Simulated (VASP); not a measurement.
Input:

```yaml
crystal:
  lattice:
    - [-2.51851, 2.51851, 2.51851]
    - [2.51851, -2.51851, 2.51851]
    - [2.51851, 2.51851, -2.51851]
  atoms:
    - { symbol: Ba, position: [0.00000, 0.00000, 0.00000] }
```

Method: MS2 meta-GGA, VASP's PBE PAW potentials (set 64) (plane waves; VASP). Numerical set-up: 520 eV cut-off, 12×12×12 Γ-centred mesh, tetrahedra with Blöchl corrections, potentials Ba_sv.

### Question
Give the energies of bands 5 to 8 at the high-symmetry points, in eV from the Fermi level.

### Answer

| band | Γ | H | N | P |
|---|---|---|---|---|
| 5 | -2.70 | -0.51 | -0.83 | 0.53 |
| 6 | 1.94 | -0.51 | 0.77 | 0.53 |
| 7 | 1.94 | 4.29 | 1.17 | 0.53 |
| 8 | 1.94 | 4.29 | 3.33 | 4.00 |

It has no gap at this level: it comes out as a metal or semimetal.

The compound is Ba in the bcc structure. It was relaxed first.
